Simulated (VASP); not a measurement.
# Vibrations of Bismuth: a test of the settings, part 2 of 2

How far do the zone-centre frequencies of Bismuth depend on the numerical settings? The starting structure is a measured crystal structure from the Crystallography Open Database.

VASP 6.6.1.

Results so far: reference A1g 98.8 cm⁻¹; a 7×7×7 mesh A1g 96.8 cm⁻¹; a cutoff of 240 eV A1g 99.2 cm⁻¹.

**5. Modes with a 16×16×16 mesh**

Level of this step: LDA; plane waves and PAW (Bi_d) (VASP).

Against step 2 the input has a 16×16×16 mesh.

INCAR reads:

```
SYSTEM = Bi
PREC = Accurate
ENCUT = 450
EDIFF = 1E-08
NELM = 100
ISMEAR = 1
SIGMA = 0.15
LREAL = .FALSE.
ALGO = Normal
GGA = CA
NBANDS = 21
LORBIT = 11
LWAVE = .FALSE.
LCHARG = .FALSE.
KPAR = 4
IBRION = 8
ISIF = 2
```

POSCAR reads:

```
Bi
1.0
    2.2493911857      1.2986866067      3.8322473363
   -2.2493911857      1.2986866067      3.8322473363
    0.0000000000     -2.5973732132      3.8322473363
Bi
2
Direct
    0.7626540164      0.7626540164      0.7626540164
    0.2373459836      0.2373459836      0.2373459836
```

KPOINTS reads:

```
Automatic mesh
0
Gamma
16 16 16
0 0 0
```

PAW data sets: Bi_d (LDA family, release 64).

On the command line:

```bash
$ mpirun -np 4 vasp_std
```

Output:

```text
[... set-up lines as in an earlier step ...]
 entering main loop
       N       E                     dE             d eps       ncg     rms          rms(c)
DAV:   1     0.292024832877E+03    0.29202E+03   -0.15322E+04 17566   0.159E+03
DAV:   2     0.151814336539E+02   -0.27684E+03   -0.27089E+03 17804   0.423E+02
DAV:   3    -0.831039732809E+01   -0.23492E+02   -0.23183E+02 20841   0.143E+02
DAV:   4    -0.910857715041E+01   -0.79818E+00   -0.79770E+00 20919   0.291E+01
[...]
DAV:  10    -0.912244772632E+01    0.43247E-07   -0.25557E-06 21821   0.113E-02    0.142E-03
DAV:  11    -0.912244777410E+01   -0.47779E-07   -0.16604E-07 22842   0.317E-03    0.601E-04
DAV:  12    -0.912244777891E+01   -0.48153E-08   -0.21296E-08 16788   0.138E-03
   1 F= -.91224478E+01 E0= -.91227516E+01  d E =0.911456E-03
 Linear response reoptimize wavefunctions to high precision
DAV:   1    -0.912244777802E+01    0.89631E-09   -0.58088E-09 14466   0.959E-04
DAV:   2    -0.912244777809E+01   -0.75033E-10   -0.62965E-10 11532   0.255E-04
 Linear response DOF=           2
 Linear response progress:
[...]
RMM:  14    -0.339592849624E+00    0.61095E-07    0.25757E-08164803   0.104E-04    0.146E-06
RMM:  15    -0.339592802385E+00    0.47239E-07    0.86836E-09170450   0.967E-05    0.205E-07
RMM:  16    -0.339592809534E+00   -0.71486E-08    0.74775E-09174258   0.919E-05    0.446E-07
 first order change of Fermi-energy  -0.88158E-05
 force on displaced ion       1 direction 1 :  -1.525  -0.000  -0.000
 Linear response progress:
  Degree of freedom:   2/  2
       N       E                     dE             d eps       ncg     rms          rms(c)
RMM:   1    -0.331299289272E+00   -0.33130E+00    0.25806E-01 23221   0.852E+00
RMM:   2    -0.340010231351E+00   -0.87109E-02   -0.19753E-02 29973   0.118E+00    0.398E-02
RMM:   3    -0.340146686809E+00   -0.13646E-03   -0.16230E-03 32250   0.323E-01    0.222E-02
RMM:   4    -0.339985437984E+00    0.16125E-03   -0.13446E-04 32822   0.103E-01    0.573E-03
[...]
RMM:  11    -0.340005228681E+00    0.13107E-06    0.12137E-08 32219   0.213E-04    0.794E-06
RMM:  12    -0.340005248533E+00   -0.19852E-07   -0.18275E-09 34601   0.148E-04    0.215E-06
RMM:  13    -0.340005256769E+00   -0.82360E-08   -0.43028E-09 33392   0.116E-04    0.868E-07
 first order change of Fermi-energy  -0.17853E+00
 force on displaced ion       1 direction 3 :   0.000  -0.000  -3.648
 Linear response finished
```

Run time: 11 min. Hardware: 4 MPI ranks of AMD EPYC 9R45, shared host; peak memory 15 GiB; 41 min of CPU time.

From OUTCAR (step 5):

```text
  Total       -0.0019953     -0.0019953      0.0143711     -0.0000000      0.0000000      0.0000000
  in kB       -0.0475932     -0.0475932      0.3427889     -0.0000000      0.0000000      0.0000000
  external PRESSURE =       0.0825342 kB  Pullay stress =       0.0000000 kB

 POSITION                                       TOTAL-FORCE (eV/Angst)
 -----------------------------------------------------------------------------------
      0.00000      0.00000      8.76804         0.000000     -0.000000     -0.009687
      0.00000      0.00000      2.72871         0.000000      0.000000      0.009687
 -----------------------------------------------------------------------------------
    total drift:                                0.000000      0.000000     -0.000000

[... 1 part as in an earlier step ...]

[... 1 further part left out ...]
```

With a 16×16×16 mesh the modes are A1g 97.4, Eg 63.0 cm⁻¹; the largest shift is -1.4 cm⁻¹, in A1g, from the reference.

**6. Modes with a smearing width of 0.06 eV**

Against step 2 the input has SIGMA = 0.06.

Changes to INCAR since step 5:

```diff
@@ -6,3 +6,3 @@
 ISMEAR = 1
-SIGMA = 0.15
+SIGMA = 0.06
 LREAL = .FALSE.
```

POSCAR is that of step 5.

KPOINTS reads:

```
Automatic mesh
0
Gamma
12 12 12
0 0 0
```

On the command line:

```bash
$ mpirun -np 4 vasp_std
```

Output:

```text
[... set-up lines as in an earlier step ...]
 entering main loop
       N       E                     dE             d eps       ncg     rms          rms(c)
DAV:   1     0.292347314133E+03    0.29235E+03   -0.15292E+04  7953   0.159E+03
DAV:   2     0.152171135066E+02   -0.27713E+03   -0.27097E+03  8078   0.424E+02
DAV:   3    -0.831830107099E+01   -0.23535E+02   -0.23259E+02  9464   0.143E+02
DAV:   4    -0.911240839468E+01   -0.79411E+00   -0.79376E+00  9534   0.292E+01
[...]
DAV:  10    -0.912591255585E+01    0.12815E-06   -0.22929E-06  9585   0.104E-02    0.144E-03
DAV:  11    -0.912591260770E+01   -0.51849E-07   -0.17475E-07 10610   0.343E-03    0.595E-04
DAV:  12    -0.912591261198E+01   -0.42819E-08   -0.22760E-08  7692   0.105E-03
   1 F= -.91259126E+01 E0= -.91258898E+01  d E =-.684749E-04
 Linear response reoptimize wavefunctions to high precision
DAV:   1    -0.912591261150E+01    0.48158E-09   -0.21660E-09  5623   0.489E-04
DAV:   2    -0.912591261156E+01   -0.62300E-10   -0.45162E-10  5209   0.235E-04
 Linear response DOF=           2
 Linear response progress:
[...]
RMM:  16    -0.339581929863E+00   -0.19405E-07   -0.66467E-09 74459   0.891E-05    0.380E-07
RMM:  17    -0.339581918858E+00    0.11005E-07   -0.90229E-09 65735   0.872E-05    0.155E-07
RMM:  18    -0.339581920087E+00   -0.12291E-08   -0.11055E-08 62026   0.864E-05    0.599E-08
 first order change of Fermi-energy  -0.14525E-04
 force on displaced ion       1 direction 1 :  -1.353  -0.000  -0.000
 Linear response progress:
  Degree of freedom:   2/  2
       N       E                     dE             d eps       ncg     rms          rms(c)
RMM:   1    -0.331308533169E+00   -0.33131E+00    0.25714E-01 10520   0.852E+00
RMM:   2    -0.339989392384E+00   -0.86809E-02   -0.19737E-02 13578   0.118E+00    0.395E-02
RMM:   3    -0.340123314741E+00   -0.13392E-03   -0.16203E-03 14590   0.323E-01    0.220E-02
RMM:   4    -0.339960391772E+00    0.16292E-03   -0.13404E-04 14875   0.103E-01    0.569E-03
[...]
RMM:  11    -0.339979687815E+00    0.12358E-06   -0.85431E-09 14641   0.216E-04    0.799E-06
RMM:  12    -0.339979709586E+00   -0.21770E-07   -0.21240E-08 15625   0.152E-04    0.213E-06
RMM:  13    -0.339979711382E+00   -0.17964E-08   -0.13653E-08 15520   0.120E-04    0.922E-07
 first order change of Fermi-energy  -0.35810E+00
 force on displaced ion       1 direction 3 :   0.000  -0.000  -3.706
 Linear response finished
```

Wall time 4.7 min (4 MPI ranks); peak memory 6.5 GiB.

Parts of OUTCAR (step 6):

```text
  Total        0.0011241      0.0011241     -0.0050688      0.0000000     -0.0000000      0.0000000
  in kB        0.0268123      0.0268123     -0.1209053      0.0000000     -0.0000000      0.0000000
  external PRESSURE =      -0.0224269 kB  Pullay stress =       0.0000000 kB

 POSITION                                       TOTAL-FORCE (eV/Angst)
 -----------------------------------------------------------------------------------
      0.00000      0.00000      8.76804         0.000000      0.000000      0.001191
      0.00000      0.00000      2.72871         0.000000     -0.000000     -0.001191
 -----------------------------------------------------------------------------------
    total drift:                                0.000000      0.000000     -0.000000

[... 2 parts as in an earlier step ...]
```

With a smearing width of 0.06 eV the modes are A1g 98.2, Eg 59.3 cm⁻¹; the largest shift is -3.0 cm⁻¹, in Eg, from the reference.

**7. Modes with finite displacements**

Against step 2 the input has IBRION = 6, NFREE = 2 and POTIM = 0.015 (also changed: NSW).

Changes to INCAR since step 6:

```diff
@@ -6,3 +6,3 @@
 ISMEAR = 1
-SIGMA = 0.06
+SIGMA = 0.15
 LREAL = .FALSE.
@@ -15,3 +15,6 @@
 KPAR = 4
-IBRION = 8
+IBRION = 6
+NFREE = 2
+POTIM = 0.015
+NSW = 1
 ISIF = 2
```

POSCAR is that of step 6.

KPOINTS is that of step 6.

On the command line:

```bash
$ mpirun -np 4 vasp_std
```

Output:

```text
[... set-up lines as in an earlier step ...]
 entering main loop
       N       E                     dE             d eps       ncg     rms          rms(c)
[... 12 cycles as in an earlier step ...]
   1 F= -.91258572E+01 E0= -.91260021E+01  d E =0.434475E-03
[...]
2 F= -.91256891E+01 E0= -.91258383E+01  d E =0.447646E-03
[...]
3 F= -.91256891E+01 E0= -.91258383E+01  d E =0.447647E-03
[...]
4 F= -.91254385E+01 E0= -.91255696E+01  d E =0.393213E-03
[...]
5 F= -.91254333E+01 E0= -.91255978E+01  d E =0.493791E-03
 Finite differences progress:
  Degree of freedom:   2/  2
  Displacement:        2/  2
  Total:               4/  4
```

Elapsed: 2.9 min, on 4 MPI ranks; peak memory 4.8 GiB.

From OUTCAR (step 7):

```text
  Total       -0.0456469     -0.0456469     -0.0808938      0.0000000     -0.0000000      0.0000000
  in kB       -1.0887991     -1.0887991     -1.9295296      0.0000000     -0.0000000      0.0000000
  external PRESSURE =      -1.3690426 kB  Pullay stress =       0.0000000 kB

 POSITION                                       TOTAL-FORCE (eV/Angst)
 -----------------------------------------------------------------------------------
      0.00000      0.00000      8.75304         0.000000      0.000000      0.055532
      0.00000      0.00000      2.72871         0.000000     -0.000000     -0.055532
 -----------------------------------------------------------------------------------
    total drift:                                0.000000     -0.000000     -0.000001

  FREE ENERGIE OF THE ION-ELECTRON SYSTEM (eV)
  ---------------------------------------------------
  free  energy   TOTEN  =        -9.1254332525 eV

  energy  without entropy=       -9.1259270432  energy(sigma->0) =       -9.12559785

[... 2 parts as in an earlier step ...]

[... 1 further part left out ...]
[key lines of the parts left out:]
E-fermi :   6.6146
```

The last energy, forces and stress in OUTCAR belong to the last displaced cell, not to that of POSCAR.

With finite displacements the modes are A1g 98.8, Eg 62.7 cm⁻¹; the largest shift is +0.4 cm⁻¹, in Eg, from the reference.

**8. Comparison**

```
                        run   A1g    Eg                method  core minutes
                  reference  98.8  62.3   perturbation theory          17.1
               a 7×7×7 mesh  96.8  59.2   perturbation theory           3.6
         a cutoff of 240 eV  99.2  63.0   perturbation theory          7.07
            a 16×16×16 mesh  97.4  63.0   perturbation theory          43.0
a smearing width of 0.06 eV  98.2  59.3   perturbation theory          18.7
       finite displacements  98.8  62.7  finite displacements          11.5
```

Modes are in cm⁻¹, degenerate ones as one, matched between runs by symmetry and order. A number in brackets counts the listed modes of one symmetry from the lowest. The symmetry labels come from an automatic analysis and can be wrong where levels nearly coincide. Core minutes are wall time times ranks of the run shown, on a shared host.

**9. What came out**

```
A1g, reference                   : 98.8 cm⁻¹
Eg, reference                    : 62.3 cm⁻¹
A1g, a 7×7×7 mesh                : 96.8 cm⁻¹
Eg, a 7×7×7 mesh                 : 59.2 cm⁻¹
A1g, a cutoff of 240 eV          : 99.2 cm⁻¹
Eg, a cutoff of 240 eV           : 63.0 cm⁻¹
A1g, a 16×16×16 mesh             : 97.4 cm⁻¹
Eg, a 16×16×16 mesh              : 63.0 cm⁻¹
A1g, a smearing width of 0.06 eV : 98.2 cm⁻¹
Eg, a smearing width of 0.06 eV  : 59.3 cm⁻¹
A1g, finite displacements        : 98.8 cm⁻¹
Eg, finite displacements         : 62.7 cm⁻¹
```

In words: The largest change comes with a 7×7×7 mesh: -3.1 cm⁻¹ in Eg. On finer settings the modes change by up to -1.4 cm⁻¹ in A1g with a 16×16×16 mesh. Other changes move the modes by more: -3.1 cm⁻¹ in Eg with a 7×7×7 mesh and -3.0 cm⁻¹ in Eg with a smearing width of 0.06 eV. Further runs on this material are not shown.

[Lines on the potential files, build, host, timing and source positions are cut from VASP's logs without a mark.]

[Logs are printed without paths, hosts, clocks, repeated set-up lines and the standing remarks that a program may print on its own settings, such as how far it seeks lower states.]

[Hosts, paths, dates, database ids (printed as entryN), source tags and the programs' standing remarks are cut or masked in the printed files.]
